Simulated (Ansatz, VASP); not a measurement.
# HfTeSe in two plane-wave programs, part 2 of 2

Aim: how closely do two programs agree when they are given the same cell, functional and k mesh? The cell is taken from a series of runs on this material, whose earlier steps may have relaxed, scaled, displaced or heated it; both programs get it as it stands.

VASP 6.6.1 and Ansatz 0.2.0.

So far: Set-up; Ansatz: zone-centre phonons, PBEsol.

## (3) VASP: zone-centre phonons, PBEsol

Level of this step: PBEsol; plane waves and PAW (Hf_pv, Se, Te) (VASP).

The same cell, functional, mesh and smearing now go to VASP, with its own data sets.

Lines of VASP's logs that name or quote its potential files are left out, and so is its time.

The input, INCAR:

```
SYSTEM = HfTeSe
PREC = Accurate
ENCUT = 500
EDIFF = 1E-08
NELM = 120
ISMEAR = 1
SIGMA = 0.2
LREAL = .FALSE.
ALGO = Normal
GGA = PS
NBANDS = 17
LASPH = .TRUE.
LORBIT = 11
LWAVE = .FALSE.
LCHARG = .FALSE.
ISIF = 2
IBRION = 8
GGA_COMPAT = .FALSE.
NELMDL = -8
KPAR = 2
```

The input, POSCAR:

```
HfTeSe
1.0
    3.7926951833      0.0000000000      0.0000000000
   -1.8963475917      3.2845703776      0.0000000000
    0.0000000000      0.0000000000     30.0000000000
Hf Se Te
1 1 1
Direct
    0.0000000000      0.0000000000      0.3364625827
    0.3333333333      0.6666666667      0.3858626261
    0.6666666667      0.3333333333      0.2743414579
```

The input, KPOINTS:

```
Automatic mesh
0
Gamma
12 12 1
0 0 0
```

Potentials, in the order of the species: Hf_pv, Se and Te (PBE family, release 64).

On the command line:

```console
$ mpirun -np 2 vasp_std
```

Numbers of over 12 decimals in the logs are rounded to 6 here.

The log of the run:

```text
[banner, memory and clock lines left out]
running    2 mpi-ranks, on    1 nodes
 distrk:  each k-point on    1 cores,    2 groups
 distr:  one band on    1 cores,    1 groups

 POSCAR found type information on POSCAR HfSeTe
 POSCAR found :  3 types and       3 ions
|                                                                             |
|               ----> ADVICE to this user running VASP <----                  |
|                                                                             |
|     You enforced a specific xc type in the INCAR file but a different       |
|     [... a line on the potential file left out ...]
|     I HOPE YOU KNOW WHAT YOU ARE DOING!                                     |
|                                                                             |

 LDA part: xc-table for (Slater+PW92), standard interpolation
 POSCAR, INCAR and KPOINTS ok, starting setup
 FFT: planning ... GRIDC
 FFT: planning ... GRID_SOFT
 FFT: planning ... GRID
 WAVECAR not read
 entering main loop
       N       E                     dE             d eps       ncg     rms          rms(c)
DAV:   1     0.102815985117E+03    0.10282E+03   -0.86305E+03   798   0.869E+02
DAV:   2    -0.104706797134E+02   -0.11329E+03   -0.11157E+03   835   0.157E+02
DAV:   3    -0.218888384483E+02   -0.11418E+02   -0.11376E+02   948   0.500E+01
DAV:   4    -0.221122772284E+02   -0.22344E+00   -0.22317E+00  1051   0.825E+00
DAV:   5    -0.221138029990E+02   -0.15258E-02   -0.15252E-02   978   0.645E-01
DAV:   6    -0.221138525162E+02   -0.49517E-04   -0.49515E-04  1035   0.878E-02
DAV:   7    -0.221138530701E+02   -0.55394E-06   -0.55384E-06   971   0.921E-03
DAV:   8    -0.221138530898E+02   -0.19646E-07   -0.19440E-07  1036   0.136E-03    0.463E+01
DAV:   9    -0.211378036782E+02    0.97605E+00   -0.30404E+00   715   0.777E+00    0.326E+01
DAV:  10    -0.210816041204E+02    0.56200E-01   -0.17987E+00   839   0.686E+00    0.904E+00
DAV:  11    -0.210067179082E+02    0.74886E-01   -0.41977E-01   824   0.319E+00    0.132E+00
DAV:  12    -0.210039395167E+02    0.27784E-02   -0.39322E-02   841   0.101E+00    0.757E-01
DAV:  13    -0.210034023553E+02    0.53716E-03   -0.38582E-03   849   0.336E-01    0.151E-01
DAV:  14    -0.210032730751E+02    0.12928E-03   -0.35720E-04   913   0.925E-02    0.746E-02
[...]
DAV:  24    -0.210040012942E+02   -0.75429E-05   -0.21191E-07   799   0.105E-03    0.636E-04
DAV:  25    -0.210040041719E+02   -0.28777E-05   -0.46267E-08   819   0.539E-04    0.207E-04
DAV:  26    -0.210040057973E+02   -0.16255E-05   -0.26485E-08   762   0.386E-04    0.715E-05
DAV:  27    -0.210040063456E+02   -0.54825E-06   -0.50371E-09   734   0.202E-04    0.616E-05
DAV:  28    -0.210040064657E+02   -0.12014E-06    0.29060E-10   731   0.709E-05    0.444E-05
DAV:  29    -0.210040065210E+02   -0.55255E-07    0.57136E-10   641   0.447E-05    0.157E-05
DAV:  30    -0.210040065357E+02   -0.14698E-07    0.77028E-10   607   0.224E-05    0.601E-06
DAV:  31    -0.210040065381E+02   -0.24365E-08    0.80683E-10   538   0.868E-06
   1 F= -.21004007E+02 E0= -.21002805E+02  d E =-.360323E-02
 Linear response reoptimize wavefunctions to high precision
DAV:   1    -0.210040065406E+02   -0.24829E-08    0.78276E-10   658   0.805E-06
DAV:   2    -0.210040065405E+02    0.45475E-10    0.79340E-10   480   0.229E-06
 Linear response DOF=           6
 Linear response progress:
  Degree of freedom:   1/  6
       N       E                     dE             d eps       ncg     rms          rms(c)
RMM:   1    -0.215969676867E+00   -0.21597E+00    0.44613E+00  2700   0.131E+01
RMM:   2    -0.223265033513E+00   -0.72954E-02   -0.40562E-02  3833   0.127E+00    0.515E-01
RMM:   3    -0.222903591617E+00    0.36144E-03   -0.20957E-03  5453   0.217E-01    0.176E-01
RMM:   4    -0.222577405661E+00    0.32619E-03   -0.20079E-04  5485   0.704E-02    0.135E-01
RMM:   5    -0.222225762953E+00    0.35164E-03   -0.43771E-05  5243   0.418E-02    0.103E-02
RMM:   6    -0.222200895208E+00    0.24868E-04   -0.41607E-06  5878   0.115E-02    0.578E-03
RMM:   7    -0.222205339217E+00   -0.44440E-05   -0.18319E-07  5601   0.450E-03    0.546E-03
RMM:   8    -0.222203935293E+00    0.14039E-05   -0.56898E-08  6067   0.137E-03    0.212E-03
RMM:   9    -0.222203434852E+00    0.50044E-06    0.12563E-08  6204   0.553E-04    0.943E-05
RMM:  10    -0.222203387119E+00    0.47734E-07    0.29329E-07  6243   0.234E-04    0.752E-05
RMM:  11    -0.222203447486E+00   -0.60367E-07    0.65327E-08  6252   0.115E-04    0.380E-05
RMM:  12    -0.222203451350E+00   -0.38643E-08    0.58234E-08  6006   0.679E-05    0.661E-05
 first order change of Fermi-energy  -0.36701E-03
 force on displaced ion       1 direction 1 :  -4.176   0.000   0.000
 Linear response progress:
  Degree of freedom:   2/  6
       N       E                     dE             d eps       ncg     rms          rms(c)
RMM:   1    -0.263868172218E+00   -0.26387E+00    0.47635E+00   696   0.133E+01
RMM:   2    -0.271780957951E+00   -0.79128E-02   -0.42713E-02   989   0.128E+00    0.535E-01
RMM:   3    -0.270983647123E+00    0.79731E-03   -0.29784E-03  1366   0.260E-01    0.246E-01
RMM:   4    -0.270606953537E+00    0.37669E-03   -0.28349E-04  1425   0.849E-02    0.186E-01
RMM:   5    -0.270202493457E+00    0.40446E-03   -0.92731E-05  1333   0.540E-02    0.224E-02
[...]
RMM:   1    -0.796046803898E-01   -0.79605E-01    0.88762E-02  6261   0.142E+00
RMM:   2    -0.801916217592E-01   -0.58694E-03   -0.28145E-03  4508   0.253E-01    0.385E-01
RMM:   3    -0.803923430452E-01   -0.20072E-03   -0.40972E-04  4523   0.945E-02    0.247E-01
RMM:   4    -0.808908142091E-01   -0.49847E-03   -0.25635E-04  4322   0.774E-02    0.302E-02
RMM:   5    -0.807398007822E-01    0.15101E-03   -0.22244E-05  4390   0.231E-02    0.177E-02
RMM:   6    -0.807269343010E-01    0.12866E-04   -0.29820E-06  4917   0.793E-03    0.636E-03
RMM:   7    -0.807418941762E-01   -0.14960E-04   -0.82208E-07  4437   0.356E-03    0.242E-03
RMM:   8    -0.807382567589E-01    0.36374E-05   -0.79572E-08  4934   0.109E-03    0.175E-03
RMM:   9    -0.807381597000E-01    0.97059E-07    0.22049E-08  4933   0.324E-04    0.107E-03
RMM:  10    -0.807368951663E-01    0.12645E-05    0.24541E-08  4246   0.342E-04    0.430E-04
RMM:  11    -0.807366504830E-01    0.24468E-06    0.13605E-10  4749   0.101E-04    0.219E-05
RMM:  12    -0.807366642282E-01   -0.13745E-07   -0.39491E-09  5417   0.411E-05    0.366E-05
RMM:  13    -0.807366690132E-01   -0.47850E-08   -0.35705E-09  4906   0.181E-05    0.682E-06
 first order change of Fermi-energy   0.15930E-03
 force on displaced ion       2 direction 1 :  -4.610   0.000   0.001
 Linear response progress:
  Degree of freedom:   4/  6
       N       E                     dE             d eps       ncg     rms          rms(c)
RMM:   1    -0.116293265658E+00   -0.11629E+00    0.94110E-02  1578   0.139E+00
RMM:   2    -0.116197959310E+00    0.95306E-04   -0.22184E-03  1161   0.217E-01    0.401E-01
RMM:   3    -0.116065287544E+00    0.13267E-03   -0.46379E-04  1170   0.938E-02    0.254E-01
RMM:   4    -0.116178564451E+00   -0.11328E-03   -0.14741E-04  1164   0.493E-02    0.190E-02
RMM:   5    -0.116136960946E+00    0.41604E-04   -0.90192E-06  1121   0.126E-02    0.131E-02
RMM:   6    -0.116114454374E+00    0.22507E-04   -0.13630E-06  1171   0.494E-03    0.710E-03
RMM:   7    -0.116107283648E+00    0.71707E-05   -0.33259E-07  1171   0.231E-03    0.160E-03
RMM:   8    -0.116113221669E+00   -0.59380E-05   -0.74812E-08  1128   0.106E-03    0.122E-03
RMM:   9    -0.116113534143E+00   -0.31247E-06   -0.42077E-08  1190   0.673E-04    0.645E-04
RMM:  10    -0.116112279619E+00    0.12545E-05   -0.47692E-09  1067   0.293E-04    0.174E-04
RMM:  11    -0.116112110673E+00    0.16895E-06   -0.78042E-09  1228   0.230E-04    0.153E-04
RMM:  12    -0.116112132010E+00   -0.21338E-07   -0.18845E-09  1204   0.905E-05    0.114E-04
RMM:  13    -0.116112296002E+00   -0.16399E-06   -0.71966E-09  1264   0.163E-04    0.621E-05
RMM:  14    -0.116112283363E+00    0.12639E-07   -0.10493E-09  1253   0.512E-05    0.492E-05
RMM:  15    -0.116112347156E+00   -0.63793E-07   -0.77106E-09  1277   0.572E-05    0.161E-05
RMM:  16    -0.116112400951E+00   -0.53795E-07    0.68817E-09  1242   0.277E-05    0.158E-05
RMM:  17    -0.116112440558E+00   -0.39607E-07    0.11880E-08  1243   0.332E-05    0.106E-05
RMM:  18    -0.116112432797E+00    0.77617E-08    0.13505E-08  1223   0.230E-05    0.602E-06
 first order change of Fermi-energy  -0.83939E+00
 force on displaced ion       2 direction 3 :  -0.000   0.000  -8.413
 Linear response progress:
  Degree of freedom:   5/  6
       N       E                     dE             d eps       ncg     rms          rms(c)
RMM:   1    -0.413595364455E-01   -0.41360E-01    0.34535E-02  6203   0.910E-01
RMM:   2    -0.423080231759E-01   -0.94849E-03   -0.17183E-03  4700   0.199E-01    0.248E-01
RMM:   3    -0.424003763356E-01   -0.92353E-04   -0.19743E-04  4445   0.704E-02    0.156E-01
RMM:   4    -0.426018448088E-01   -0.20147E-03   -0.75834E-05  4373   0.461E-02    0.102E-02
RMM:   5    -0.425761288958E-01    0.25716E-04   -0.47596E-06  4639   0.116E-02    0.617E-03
RMM:   6    -0.425624279547E-01    0.13701E-04   -0.82487E-07  4608   0.484E-03    0.223E-03
RMM:   7    -0.425637333878E-01   -0.13054E-05   -0.58485E-08  4815   0.144E-03    0.154E-03
RMM:   8    -0.425620065691E-01    0.17268E-05   -0.21927E-08  4603   0.563E-04    0.560E-04
RMM:   9    -0.425623062858E-01   -0.29972E-06   -0.41339E-08  4963   0.204E-04    0.269E-04
RMM:  10    -0.425623450904E-01   -0.38805E-07    0.12750E-08  4880   0.794E-05    0.692E-05
RMM:  11    -0.425623278467E-01    0.17244E-07    0.15184E-08  4895   0.300E-05    0.224E-05
RMM:  12    -0.425623096837E-01    0.18163E-07    0.63196E-09  4838   0.152E-05    0.753E-06
RMM:  13    -0.425623047988E-01    0.48848E-08   -0.35360E-10  4884   0.111E-05    0.167E-06
 first order change of Fermi-energy   0.19804E-03
 force on displaced ion       3 direction 1 :  -2.848  -0.000  -0.001
 Linear response progress:
  Degree of freedom:   6/  6
       N       E                     dE             d eps       ncg     rms          rms(c)
RMM:   1    -0.797246710635E-01   -0.79725E-01    0.59474E-02  1542   0.974E-01
RMM:   2    -0.800365460176E-01   -0.31187E-03   -0.24890E-03  1226   0.241E-01    0.502E-01
RMM:   3    -0.799564329766E-01    0.80113E-04   -0.28831E-04  1106   0.851E-02    0.301E-01
RMM:   4    -0.800533118064E-01   -0.96879E-04   -0.10343E-04  1099   0.455E-02    0.515E-02
RMM:   5    -0.800278899755E-01    0.25422E-04   -0.17368E-05  1100   0.196E-02    0.131E-02
RMM:   6    -0.800193250269E-01    0.85649E-05   -0.15213E-06  1134   0.624E-03    0.793E-03
RMM:   7    -0.800101244578E-01    0.92006E-05   -0.62397E-07  1183   0.336E-03    0.285E-03
RMM:   8    -0.800147620985E-01   -0.46376E-05   -0.57229E-08  1148   0.130E-03    0.211E-03
RMM:   9    -0.800159300917E-01   -0.11680E-05   -0.13169E-08  1219   0.458E-04    0.143E-03
RMM:  10    -0.800164710758E-01   -0.54098E-06   -0.16668E-08  1143   0.351E-04    0.396E-04
RMM:  11    -0.800177505617E-01   -0.12795E-05   -0.17891E-08  1142   0.222E-04    0.177E-04
RMM:  12    -0.800183509418E-01   -0.60038E-06   -0.15237E-08  1244   0.195E-04    0.188E-04
RMM:  13    -0.800190454070E-01   -0.69447E-06   -0.60663E-08  1244   0.241E-04    0.545E-05
RMM:  14    -0.800191712826E-01   -0.12588E-06   -0.31605E-08  1255   0.717E-05    0.332E-05
RMM:  15    -0.800192706357E-01   -0.99353E-07   -0.22517E-09  1263   0.696E-05    0.134E-05
RMM:  16    -0.800192361031E-01    0.34533E-07    0.20838E-08  1271   0.480E-05    0.352E-05
RMM:  17    -0.800192286596E-01    0.74435E-08    0.20522E-09  1212   0.306E-05    0.839E-06
 first order change of Fermi-energy  -0.78151E+00
 force on displaced ion       3 direction 3 :   0.000  -0.000  -8.650
 Linear response finished
```

Parts of OUTCAR (step 3):

```text
ion  position               nearest neighbor table
   1  0.000  0.000  0.336-   2 2.64   2 2.64   2 2.64   3 2.88   3 2.88   3 2.88
   2  0.333  0.667  0.386-   1 2.64   1 2.64   1 2.64
   3  0.667  0.333  0.274-   1 2.88   1 2.88   1 2.88

  LATTYP: Found a hexagonal cell.
 ALAT       =     3.7926951833
 C/A-ratio  =     7.9099422838

 Subroutine GETGRP returns: Found  6 space group operations
 (whereof  6 operations were pure point group operations)

The static configuration has the point symmetry C_3v.

 Found     19 irreducible k-points:

   k-points           NKPTS =     19   k-points in BZ     NKDIM =     19   number of bands    NBANDS=     17

   dimension x,y,z NGX =    28 NGY =   28 NGZ =  224
   dimension x,y,z NGXF=    56 NGYF=   56 NGZF=  448

   ENCUT  =  500.0 eV  36.75 Ry    6.06 a.u.   6.91  6.91 54.70*2*pi/ulx,y,z

   NELECT =      22.0000    total number of electrons

 k-points in reciprocal lattice and weights: Automatic mesh
   0.00000000  0.00000000  0.00000000       0.007
   0.08333333  0.00000000  0.00000000       0.042
   0.16666667  0.00000000  0.00000000       0.042
   0.25000000  0.00000000  0.00000000       0.042
   0.33333333  0.00000000  0.00000000       0.042
   0.41666667  0.00000000  0.00000000       0.042
   0.50000000  0.00000000  0.00000000       0.021
   0.08333333  0.08333333  0.00000000       0.042
   0.16666667  0.08333333  0.00000000       0.083
[...]
0.33333333  0.25000000  0.00000000       0.083
   0.33333333  0.33333333  0.00000000       0.014

 average (electrostatic) potential at core
       1 -45.7310       2 -60.8635       3 -96.4551

  Total       -0.0764757     -0.0764757     -0.0694221      0.0000000      0.0000000      0.0000000
  in kB       -0.3278583     -0.3278583     -0.2976191      0.0000000      0.0000000      0.0000000
  external PRESSURE =      -0.3177786 kB  Pullay stress =       0.0000000 kB

  energy-cutoff  :      500.00
  volume of cell :      373.72
      direct lattice vectors                 reciprocal lattice vectors
     3.792695183  0.000000000  0.000000000     0.263664743  0.152226910  0.000000000
    -1.896347592  3.284570378  0.000000000     0.000000000  0.304453820  0.000000000
     0.000000000  0.000000000 30.000000000     0.000000000  0.000000000  0.033333333

 POSITION                                       TOTAL-FORCE (eV/Angst)
 -----------------------------------------------------------------------------------
      0.00000      0.00000     10.09388         0.000000      0.000000      0.015378
     -0.00000      2.18971     11.57588        -0.000000      0.000000     -0.027345
      1.89635      1.09486      8.23024         0.000000     -0.000000      0.011967
 -----------------------------------------------------------------------------------
    total drift:                                0.000000     -0.000000     -0.000141

 Eigenvectors and eigenvalues of the dynamical matrix
 ----------------------------------------------------

   1 f  =    6.314317 THz    39.674023 2PiTHz  210.622937 cm-1    26.113904 meV
             X         Y         Z           dx          dy          dz
      0.000000  0.000000 10.093877     0.000000   -0.000000   -0.681456
     -0.000000  2.189714 11.575879     0.000000   -0.000000    0.679640
      1.896348  1.094857  8.230244    -0.000000    0.000000    0.271490

   2 f  =    4.785480 THz    30.068058 2PiTHz  159.626434 cm-1    19.791147 meV
             X         Y         Z           dx          dy          dz
      0.000000  0.000000 10.093877     0.000000   -0.000000    0.268114
     -0.000000  2.189714 11.575879     0.000000   -0.000000    0.577006
      1.896348  1.094857  8.230244    -0.000000    0.000000   -0.771478

   3 f  =    4.248030 THz    26.691159 2PiTHz  141.699024 cm-1    17.568432 meV
             X         Y         Z           dx          dy          dz
      0.000000  0.000000 10.093877    -0.152930    0.376126   -0.000000
     -0.000000  2.189714 11.575879     0.334309   -0.822222   -0.000000
      1.896348  1.094857  8.230244    -0.081942    0.201534    0.000000

   4 f  =    4.248030 THz    26.691159 2PiTHz  141.699024 cm-1    17.568432 meV
             X         Y         Z           dx          dy          dz
      0.000000  0.000000 10.093877     0.376126    0.152930   -0.000000
     -0.000000  2.189714 11.575879    -0.822222   -0.334309   -0.000000
      1.896348  1.094857  8.230244     0.201534    0.081942   -0.000000

   5 f  =    2.719971 THz    17.090084 2PiTHz   90.728476 cm-1    11.248892 meV
             X         Y         Z           dx          dy          dz
      0.000000  0.000000 10.093877    -0.229350    0.564084    0.000000
     -0.000000  2.189714 11.575879    -0.032110    0.078975    0.000000
      1.896348  1.094857  8.230244     0.297034   -0.730555    0.000000

   6 f  =    2.719971 THz    17.090084 2PiTHz   90.728476 cm-1    11.248892 meV
             X         Y         Z           dx          dy          dz
      0.000000  0.000000 10.093877    -0.564084   -0.229350   -0.000000
     -0.000000  2.189714 11.575879    -0.078975   -0.032110   -0.000000
      1.896348  1.094857  8.230244     0.730555    0.297034   -0.000000

   7 f/i=    0.001427 THz     0.008969 2PiTHz    0.047616 cm-1     0.005904 meV
             X         Y         Z           dx          dy          dz
      0.000000  0.000000 10.093877     0.000000    0.000000   -0.680979
     -0.000000  2.189714 11.575879     0.000000    0.000000   -0.452938
      1.896348  1.094857  8.230244     0.000000    0.000000   -0.575425

   8 f/i=    0.002415 THz     0.015172 2PiTHz    0.080543 cm-1     0.009986 meV
             X         Y         Z           dx          dy          dz
      0.000000  0.000000 10.093877    -0.677682   -0.071392   -0.000000
     -0.000000  2.189714 11.575879    -0.450190   -0.047426   -0.000000
      1.896348  1.094857  8.230244    -0.571926   -0.060251   -0.000000

   9 f/i=    0.002415 THz     0.015172 2PiTHz    0.080543 cm-1     0.009986 meV
             X         Y         Z           dx          dy          dz
      0.000000  0.000000 10.093877     0.071392   -0.677682   -0.000000
     -0.000000  2.189714 11.575879     0.047426   -0.450190   -0.000000
      1.896348  1.094857  8.230244     0.060251   -0.571926   -0.000000

 ELASTIC MODULI CONTR FROM IONIC RELAXATION (kBar)
 Direction    XX          YY          ZZ          XY          YZ          ZX
 --------------------------------------------------------------------------------
 XX         -97.4740    -60.8590   -135.8516      0.0000     47.4696     -0.0000
 YY         -60.8590    -97.4740   -135.8516      0.0000    -47.4696      0.0000
 ZZ        -135.8516   -135.8516   -235.7617      0.0000     -0.0000      0.0000
 XY           0.0000      0.0000      0.0000    -18.3075      0.0000     43.8207
 YZ          47.4696    -47.4696     -0.0000      0.0000   -127.4030      0.0000
 ZX          -0.0000      0.0000      0.0000     43.8207      0.0000   -106.3724
 --------------------------------------------------------------------------------
```

Harder data sets than Hf_pv exist (the GW ones), and pressures, volumes and forces can shift noticeably with them. The PAW data sets were made with PBE, which is usual practice but a small mismatch for other functionals.

## (4) Differences

Known differences besides the potentials themselves: Ansatz cuts the interaction across the vacuum, VASP repeats the sheet without a dipole correction; the data sets hold 58 valence electrons in Ansatz (on its PAW soft_1 files) and 22 in VASP; the cutoff is 420 eV in Ansatz and 500 eV in VASP; Ansatz makes its cores anew for this functional, VASP keeps those of its PBE data sets. Total energies have different zeros and are not compared.

Compared:

| quantity | Ansatz | VASP | difference |
| --- | --- | --- | --- |
| optical mode 1 to 2 (cm⁻¹) | 91.1 | 90.7 | +0.42 % |
| optical mode 3 to 4 (cm⁻¹) | 141.9 | 141.7 | +0.14 % |
| optical mode 5 (cm⁻¹) | 159.4 | 159.6 | -0.14 % |
| optical mode 6 (cm⁻¹) | 210.7 | 210.6 | +0.02 % |

Modes are paired by rising frequency, not by their patterns, so a pair may set unlike modes beside each other; they are those without the splitting of longitudinal modes. Where the cell holds vacuum, a pressure given here is an average over it and none of the material.

## (5) Results

| Property | Result |
| --- | --- |
| r.m.s. difference of the optical zone-centre modes, each program's sorted by frequency (zone-centre phonons, PBEsol) | 0.27 cm⁻¹ |

**Reading.** The r.m.s. difference of the optical zone-centre modes, each program's sorted by frequency is 0.27 cm⁻¹ (zone-centre phonons, PBEsol). The data sets hold unlike numbers of valence electrons (58 in Ansatz and 22 in VASP), so part of the differences may come from the potentials. Such differences can come from data sets, numerical settings and the points named under the comparisons, not from the functional's error against experiment.

[Lines on the potential files, build, host, timing and source positions are cut from VASP's logs without a mark.]

[Logs are printed without paths, hosts, clocks, repeated set-up lines and the standing remarks that a program may print on its own settings, such as how far it seeks lower states.]

[Hosts, paths, dates, database ids (printed as entryN), source tags and the programs' standing remarks are cut or masked in the printed files.]
